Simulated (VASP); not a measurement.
**Ta with and without spin-orbit coupling**

What does spin-orbit coupling change in Ta, and what does it cost? All runs use PBEsol. Left out of this account: 1 further run (fields: a reference on another mesh). The start is a cell from a database of measured crystal structures.

Main program and level: VASP 6.6.1; PBEsol; plane waves and PAW (Ta_pv), in the first sound run; inputs show where later runs differ.

Report form: the programs' logs are mostly left out.

## (1) The structure

The structure is cubic, space group Im-3m (No. 229). Conventional cell: a = 3.303 Å, b = 3.303 Å, c = 3.303 Å, α = 90.00°, β = 90.00°, γ = 90.00°. Nearest to Ta lie 8 Ta at 2.86 Å.

Structure file:

```cif
data_structure
_symmetry_space_group_name_H-M 'Im-3m'
_symmetry_Int_Tables_number 229
_cell_length_a 3.3026
_cell_length_b 3.3026
_cell_length_c 3.3026
_cell_angle_alpha 90.000
_cell_angle_beta 90.000
_cell_angle_gamma 90.000
_cell_volume 36.02
loop_
_atom_site_label
_atom_site_type_symbol
_atom_site_symmetry_multiplicity
_atom_site_Wyckoff_symbol
_atom_site_fract_x
_atom_site_fract_y
_atom_site_fract_z
_atom_site_occupancy
Ta1 Ta 2 a 0.00000 0.00000 0.00000 1
```

## (2) Bands along the symmetry lines (PBEsol)

Levels along the symmetry lines show where the bands peak and cross; KPOINTS_OPT computes them in the converged potential. PBEsol restores the gradient expansion of exchange and is tuned for the cells of solids.

Input file INCAR:

```
SYSTEM = Ta
PREC = Accurate
ENCUT = 400
EDIFF = 1E-06
NELM = 100
ISMEAR = -1
SIGMA = 0.05
LREAL = .FALSE.
ALGO = Normal
GGA = PS
NBANDS = 16
LASPH = .TRUE.
LORBIT = 11
LWAVE = .FALSE.
LCHARG = .FALSE.
KPAR = 2
```

Input file POSCAR:

```
Ta
1.0
   -1.6512800000      1.6512800000      1.6512800000
    1.6512800000     -1.6512800000      1.6512800000
    1.6512800000      1.6512800000     -1.6512800000
Ta
1
Direct
    0.0000000000      0.0000000000      0.0000000000
```

Input file KPOINTS:

```
Automatic mesh
0
Gamma
14 14 14
0 0 0
```

Input file KPOINTS_OPT:

```
Line mode
16
Line-mode
Reciprocal
  0.00000000   0.00000000   0.00000000 GAMMA
  0.50000000  -0.50000000   0.50000000 H

  0.50000000  -0.50000000   0.50000000 H
  0.00000000   0.00000000   0.50000000 N

  0.00000000   0.00000000   0.50000000 N
  0.00000000   0.00000000   0.00000000 GAMMA

  0.00000000   0.00000000   0.00000000 GAMMA
  0.25000000   0.25000000   0.25000000 P

  0.25000000   0.25000000   0.25000000 P
  0.50000000  -0.50000000   0.50000000 H

  0.25000000   0.25000000   0.25000000 P
  0.00000000   0.00000000   0.50000000 N
```

PAW data sets: Ta_pv (PBE family, release 64).

On the command line:

```sh
> mpirun -np 2 vasp_std
```

Wall time 11 s (2 MPI ranks of AMD EPYC 7R43, shared host); peak memory 0.24 GiB.

This run has no spin polarisation. Its electron count is odd, so without a moment it is a metal by construction. Spin-orbit coupling is off here; with elements this heavy it splits and shifts levels by tenths of an eV or more. The PAW data sets were made with PBE, which is usual practice but a small mismatch for other functionals. At this level the cell is under a tension of 3.7 GPa, so at these settings it is away from equilibrium.

This step gave:

```
SCF cycles              : 11
electrons               : 11
bands                   : 16
irreducible k-points    : 104
symmetry operations     : 48
free energy (TOTEN)     : -12.56 eV
energy at zero smearing : -12.55 eV
Fermi energy            : 5.309 eV
pressure                : -3.698 GPa
metallic                : yes
```

The electronic bands at the labelled points (eV, zero at the Fermi level; # counts the bands kept):

| point | #1 | #2 | #3 | #4 | #5 | #6 |
| --- | --- | --- | --- | --- | --- | --- |
| Γ | -7.92 | 0.73 | 0.73 | 0.73 | 4.00 | 4.00 |
| 0.47 of the way | -4.07 | -0.57 | 1.09 | 1.09 | 2.91 | 5.11 |
| H | -3.80 | -3.80 | 6.85 | 6.85 | 6.85 | 8.67 |
| 0.47 of the way | -2.94 | -2.12 | 1.47 | 1.87 | 7.26 | 8.12 |
| N | -4.38 | -1.54 | 1.62 | 3.88 | 4.91 | 7.82 |
| 0.47 of the way | -5.40 | -0.67 | -0.13 | 3.48 | 3.67 | 4.23 |
| Γ | -7.92 | 0.73 | 0.73 | 0.73 | 4.00 | 4.00 |
| 0.53 of the way | -4.18 | -1.13 | -1.13 | 4.19 | 4.19 | 5.97 |
| P | -1.22 | -1.22 | -1.22 | 5.08 | 5.08 | 7.07 |
| 0.47 of the way | -1.80 | -1.51 | -1.51 | 4.44 | 4.44 | 9.32 |
| H | -3.80 | -3.80 | 6.85 | 6.85 | 6.85 | 8.67 |
| jump to P | -1.22 | -1.22 | -1.22 | 5.08 | 5.08 | 7.07 |
| 0.47 of the way | -2.89 | -1.65 | 0.19 | 4.48 | 5.00 | 9.17 |
| N | -4.38 | -1.54 | 1.62 | 3.88 | 4.91 | 7.82 |

There is no gap at this level.

## (3) Bands along the symmetry lines (PBEsol + SOC)

This step: PBEsol, spin-orbit coupling; plane waves and PAW (Ta_pv) (VASP 6.6.1).

Levels along the symmetry lines show where the bands peak and cross; KPOINTS_OPT computes them in the converged potential. Spin-orbit coupling needs spinors and the noncollinear program, where each band holds one electron.

Edit INCAR of step 2 so:

```diff
@@ -10,4 +10,9 @@
 GGA = PS
-NBANDS = 16
+LNONCOLLINEAR = .TRUE.
+MAGMOM = 0 0 0
+NBANDS = 22
+GGA_COMPAT = .FALSE.
 LASPH = .TRUE.
+LSORBIT = .TRUE.
+LMAXMIX = 4
 LORBIT = 11
```

POSCAR is that of step 2.

KPOINTS is that of step 2.

KPOINTS_OPT is that of step 2.

On the command line:

```sh
> mpirun -np 2 vasp_ncl
```

The job ended after 36 s (2 MPI ranks; peak memory 0.35 GiB).

At this level the cell is under a tension of 3.8 GPa, so at these settings it is away from equilibrium.

Numbers from this step:

```
SCF cycles              : 12
bands                   : 22
free energy (TOTEN)     : -13.27 eV
energy at zero smearing : -13.27 eV
Fermi energy            : 5.289 eV
pressure                : -3.793 GPa
```

On-site spin-orbit energy by atom:

| atom | on-site spin-orbit energy (eV) |
| --- | --- |
| Ta1 | -1.42 |

The electronic bands at the labelled points (eV, zero at the Fermi level; # counts the bands kept):

| point | #1 | #2 | #3 | #4 | #5 | #6 | #7 | #8 |
| --- | --- | --- | --- | --- | --- | --- | --- | --- |
| Γ | -7.90 | -7.90 | 0.58 | 0.58 | 0.58 | 0.58 | 1.00 | 1.00 |
| 0.47 of the way | -4.03 | -4.03 | -0.58 | -0.58 | 0.89 | 0.89 | 1.31 | 1.31 |
| H | -3.79 | -3.79 | -3.79 | -3.79 | 6.65 | 6.65 | 6.65 | 6.65 |
| 0.47 of the way | -2.93 | -2.93 | -2.10 | -2.10 | 1.34 | 1.34 | 2.01 | 2.01 |
| N | -4.36 | -4.36 | -1.54 | -1.54 | 1.68 | 1.68 | 3.87 | 3.87 |
| 0.47 of the way | -5.36 | -5.36 | -0.68 | -0.68 | -0.13 | -0.13 | 3.45 | 3.45 |
| Γ | -7.90 | -7.90 | 0.58 | 0.58 | 0.58 | 0.58 | 1.00 | 1.00 |
| 0.53 of the way | -4.14 | -4.14 | -1.18 | -1.18 | -1.06 | -1.06 | 4.03 | 4.03 |
| P | -1.59 | -1.59 | -1.00 | -1.00 | -1.00 | -1.00 | 5.08 | 5.08 |
| 0.47 of the way | -1.80 | -1.80 | -1.61 | -1.61 | -1.36 | -1.36 | 4.25 | 4.25 |
| H | -3.79 | -3.79 | -3.79 | -3.79 | 6.65 | 6.65 | 6.65 | 6.65 |
| jump to P | -1.59 | -1.59 | -1.00 | -1.00 | -1.00 | -1.00 | 5.08 | 5.08 |
| 0.47 of the way | -2.89 | -2.89 | -1.65 | -1.65 | 0.24 | 0.24 | 4.46 | 4.46 |
| N | -4.36 | -4.36 | -1.54 | -1.54 | 1.68 | 1.68 | 3.87 | 3.87 |

There is no gap at this level. Without the coupling there was no gap either. The run took 3.2 times the core time, with 22 spinor bands against 16.

## (4) Total and projected DOS (PBEsol)

This step: PBEsol; plane waves and PAW (Ta_pv) (VASP 6.6.1).

Here the states are counted by energy and projected on the atoms.

Input file INCAR:

```
SYSTEM = Ta
PREC = Accurate
ENCUT = 400
EDIFF = 1E-06
NELM = 100
ISMEAR = -5
SIGMA = 0.05
LREAL = .FALSE.
ALGO = Normal
GGA = PS
NBANDS = 16
LASPH = .TRUE.
LORBIT = 11
LWAVE = .FALSE.
LCHARG = .FALSE.
KPAR = 2
NEDOS = 2001
```

POSCAR is that of step 3.

KPOINTS is that of step 3.

On the command line:

```sh
> mpirun -np 2 vasp_std
```

The job ended after 9.6 s (2 MPI ranks; peak memory 0.22 GiB; 18 s of CPU time).

With tetrahedra the forces and stress of a metal are not exact derivatives of the energy.

This step gave:

```yaml
scf_cycles: 11
bands: 16
free_energy_toten: -12.55 eV
fermi_energy: 5.308 eV
pressure: -3.700 GPa
dos_at_the_fermi_level: 1.445 states/eV/cell
```

The density of states has structure finer than the step of the table below, so its rows give means over 1 eV, whole bins alone (the curve runs from -12.0 to 7.93 eV). Peaks (eV: height): total -2.8: 1.24, -1.5: 2.79, -0.2: 2.12, 5.0: 3.38; Ta d -2.8: 0.575, -1.5: 1.71, -0.2: 1.16, 5.0: 2.84; Ta p -2.8: 0.0597, -1.5: 0.15, -0.2: 0.184, 5.0: 0.0618; Ta s -4.2: 0.138, -0.2: 0.0258, 5.1: 0.0628.

States under -12.0 eV and over 7.9 eV are left out. The density of states by energy, zero at the Fermi level; means over each step; values in states/eV/cell:

| energy (eV) | total | Ta d | Ta p | Ta s |
| --- | --- | --- | --- | --- |
| -9 | 0 | 0 | 0 | 0 |
| -8 | 0.00744 | 0 | 7.1e-5 | 0.00312 |
| -7 | 0.0616 | 4.4e-4 | 0.00187 | 0.0246 |
| -6 | 0.115 | 0.00378 | 0.00620 | 0.0417 |
| -5 | 0.213 | 0.0226 | 0.0139 | 0.0645 |
| -4 | 0.618 | 0.191 | 0.0282 | 0.117 |
| -3 | 0.965 | 0.432 | 0.0435 | 0.0845 |
| -2 | 0.519 | 0.284 | 0.0281 | 0.0108 |
| -1 | 1.62 | 0.975 | 0.0923 | 0.00922 |
| 0 | 1.43 | 0.802 | 0.121 | 0.0155 |
| 1 | 0.358 | 0.197 | 0.0363 | 0.00450 |
| 2 | 0.525 | 0.368 | 0.0168 | 0.00884 |
| 3 | 0.929 | 0.694 | 0.0221 | 0.0121 |
| 4 | 1.11 | 0.896 | 0.0168 | 0.0112 |
| 5 | 1.72 | 1.40 | 0.0417 | 0.0373 |
| 6 | 0.524 | 0.378 | 0.0359 | 0.0154 |
| 7 | 0.359 | 0.259 | 0.0278 | 0.0103 |

Of the states within 0.3 eV of the Fermi level, the largest shares in the PAW spheres are Ta d 56 % and Ta p 8 %. The rest lies in smaller channels or between the spheres.

## (5) Total and projected DOS (PBEsol + SOC)

This step: PBEsol, spin-orbit coupling; plane waves and PAW (Ta_pv) (VASP 6.6.1).

Edit INCAR of step 4 so:

```diff
@@ -10,4 +10,9 @@
 GGA = PS
-NBANDS = 16
+LNONCOLLINEAR = .TRUE.
+MAGMOM = 0 0 0
+NBANDS = 22
+GGA_COMPAT = .FALSE.
 LASPH = .TRUE.
+LSORBIT = .TRUE.
+LMAXMIX = 4
 LORBIT = 11
```

POSCAR is that of step 4.

KPOINTS is that of step 4.

On the command line:

```sh
> mpirun -np 2 vasp_ncl
```

It took 28 s on 2 MPI ranks; peak memory 0.32 GiB.

At this level the cell is under a tension of 4.0 GPa, so at these settings it is away from equilibrium.

Numbers from this step:

```yaml
scf_cycles: 12
bands: 22
free_energy_toten: -13.26 eV
fermi_energy: 5.293 eV
pressure: -3.955 GPa
dos_at_the_fermi_level: 1.495 states/eV/cell
```

On-site spin-orbit energy by atom:

| atom | on-site spin-orbit energy (eV) |
| --- | --- |
| Ta1 | -1.42 |

The density of states has structure finer than the step of the table below, so its rows give means over 1 eV, whole bins alone (the curve runs from -12.0 to 1.85 eV). Peaks (eV: height): total -2.8: 1.26, -1.4: 2.84, -0.2: 2.18; Ta d -2.8: 0.582, -1.4: 1.72, -0.2: 1.21; Ta p -2.8: 0.0618, -1.4: 0.157, -0.2: 0.188; Ta s -4.2: 0.140, -0.2: 0.0264.

States under -12.0 eV and over 1.8 eV are left out. Density of states against energy, zero at the Fermi level; means over each step; values in states/eV/cell:

| energy (eV) | total | Ta d | Ta p | Ta s |
| --- | --- | --- | --- | --- |
| -9 | 0 | 0 | 0 | 0 |
| -8 | 0.00688 | 0 | 6.6e-5 | 0.00290 |
| -7 | 0.0599 | 4.3e-4 | 0.00184 | 0.0240 |
| -6 | 0.113 | 0.00360 | 0.00609 | 0.0410 |
| -5 | 0.208 | 0.0216 | 0.0138 | 0.0636 |
| -4 | 0.617 | 0.190 | 0.0286 | 0.117 |
| -3 | 0.975 | 0.434 | 0.0455 | 0.0859 |
| -2 | 0.527 | 0.289 | 0.0288 | 0.0107 |
| -1 | 1.59 | 0.964 | 0.0874 | 0.00941 |
| 0 | 1.47 | 0.837 | 0.123 | 0.0161 |
| 1 | 0.348 | 0.183 | 0.0388 | 0.00516 |

The DOS at the Fermi level goes from 1.45 to 1.49 states/eV/cell, a number that is sensitive to the mesh. The run took 2.9 times the core time, with 22 spinor bands against 16. Of the states within 0.3 eV of the Fermi level, the largest shares in the PAW spheres are Ta d 57 % and Ta p 8 %. The rest lies in smaller channels or between the spheres.

## (6) Relaxing cell and atoms (PBEsol)

This step: PBEsol; plane waves and PAW (Ta_pv) (VASP 6.6.1).

Last, the cell itself: ISIF = 3 frees volume, shape and positions, first without the coupling.

Input file INCAR:

```
SYSTEM = Ta
PREC = Accurate
ENCUT = 400
EDIFF = 1E-06
NELM = 100
ISMEAR = -1
SIGMA = 0.05
LREAL = .FALSE.
ALGO = Normal
GGA = PS
NBANDS = 11
LASPH = .TRUE.
LORBIT = 11
LWAVE = .FALSE.
LCHARG = .FALSE.
KPAR = 2
IBRION = 2
NSW = 60
ISIF = 3
EDIFFG = -0.01
```

POSCAR is that of step 5.

KPOINTS is that of step 5.

On the command line:

```sh
> mpirun -np 2 vasp_std
```

Wall time 14 s (2 MPI ranks); peak memory 0.22 GiB.

The run keeps the 48 symmetry operations of its start, so it cannot find a distortion of lower symmetry.

Relaxation path:

| step | energy less that of the first step (eV) | largest force (eV/Å) | pressure (GPa) | volume (Å³) |
| --- | --- | --- | --- | --- |
| 1 | 0.0000 | 0.0000 | -3.70 | 18.01 |
| 2 | 0.0190 | 0.0000 | 10.07 | 16.95 |
| 3 | -0.0037 | 0.0000 | -0.06 | 17.70 |

| conventional cell, symmetrised | before | after | change |
| --- | --- | --- | --- |
| a (Å) | 3.303 | 3.283 | -0.6 % |
| b (Å) | 3.303 | 3.283 | -0.6 % |
| c (Å) | 3.303 | 3.283 | -0.6 % |
| volume (Å³/atom) | 18.01 | 17.70 | -1.7 % |

Final coordinates:

```xyz
1
Lattice="-1.6417 1.6417 1.6417 1.6417 -1.6417 1.6417 1.6417 1.6417 -1.6417" Properties=species:S:1:pos:R:3 pbc="T T T"
Ta    0.0000    0.0000    0.0000
```

Numbers from this step:

```yaml
bands: 11
free_energy_toten: -12.56 eV
energy_at_zero_smearing: -12.56 eV
fermi_energy: 5.444 eV
pressure: -0.06055 GPa
scf_cycles_over_all_ionic_steps: 25
```

It ends with forces that vanish by symmetry and a pressure of -0.06 GPa.

## (7) Full relaxation (PBEsol + SOC)

This step: PBEsol, spin-orbit coupling; plane waves and PAW (Ta_pv) (VASP 6.6.1).

The same relaxation with spinors and spin-orbit coupling.

Edit INCAR of step 6 so:

```diff
@@ -10,4 +10,9 @@
 GGA = PS
-NBANDS = 11
+LNONCOLLINEAR = .TRUE.
+MAGMOM = 0 0 0
+NBANDS = 22
+GGA_COMPAT = .FALSE.
 LASPH = .TRUE.
+LSORBIT = .TRUE.
+LMAXMIX = 4
 LORBIT = 11
```

POSCAR is that of step 6.

KPOINTS is that of step 6.

On the command line:

```sh
> mpirun -np 2 vasp_ncl
```

The job ended after 59 s (2 MPI ranks; peak memory 0.31 GiB; 1.9 min of CPU time).

The steps of the relaxation:

| step | energy less that of the first step (eV) | largest force (eV/Å) | pressure (GPa) | volume (Å³) |
| --- | --- | --- | --- | --- |
| 1 | 0.0000 | 0.0000 | -3.79 | 18.01 |
| 2 | 0.0190 | 0.0000 | 10.04 | 16.92 |
| 3 | -0.0040 | 0.0000 | -0.05 | 17.68 |

| conventional cell, symmetrised | before | after | change |
| --- | --- | --- | --- |
| a (Å) | 3.303 | 3.283 | -0.6 % |
| b (Å) | 3.303 | 3.283 | -0.6 % |
| c (Å) | 3.303 | 3.283 | -0.6 % |
| volume (Å³/atom) | 18.01 | 17.68 | -1.8 % |

The relaxed structure:

```xyz
1
Lattice="-1.6413 1.6413 1.6413 1.6413 -1.6413 1.6413 1.6413 1.6413 -1.6413" Properties=species:S:1:pos:R:3 pbc="T T T"
Ta    0.0000    0.0000    0.0000
```

Numbers from this step:

- bands: 22
- free energy (TOTEN): -13.28 eV
- energy at zero smearing: -13.27 eV
- Fermi energy: 5.434 eV
- pressure: -0.05302 GPa
- SCF cycles over all ionic steps: 28

On-site spin-orbit energy by atom:

| atom | on-site spin-orbit energy (eV) |
| --- | --- |
| Ta1 | -1.42 |

The cell ends at 17.68 Å³/atom, -0.1 % from the run without the coupling. The run took 4.3 times the core time, with 22 spinor bands against 11.

The cell shrank by 1.8 % in volume.

## (8) Side by side

| quantity | without | with spin-orbit coupling |
| --- | --- | --- |
| gap (eV) | none | none |
| core minutes, bands | 0.37 | 1.2 |
| DOS at the Fermi level (states/eV/cell) | 1.45 | 1.49 |
| core minutes, DOS | 0.32 | 0.93 |
| relaxed volume (Å³/atom) | 17.70 | 17.68 |
| core minutes, relaxation | 0.46 | 2.0 |

## (9) Summary of results

```
gap (eV), without → with                                : none → none
DOS at the Fermi level (states/eV/cell), without → with : 1.45 → 1.49
relaxed volume (Å³/atom), without → with                : 17.70 → 17.68
```

In words: Ta has no gap with or without spin-orbit coupling. The relaxed volume moves by -0.1 %. The spinor runs cost 2.9 to 4.3 times as much, on a shared host.

[Lines on the potential files, build, host, timing and source positions are cut from VASP's logs without a mark.]

[Logs are printed without paths, hosts, clocks, repeated set-up lines and the standing remarks that a program may print on its own settings, such as how far it seeks lower states.]

[Hosts, paths, dates, database ids (printed as entryN), source tags and the programs' standing remarks are cut or masked in the printed files.]

[A measured line is paired with the nearest computed mode of its activity, which favours agreement.]
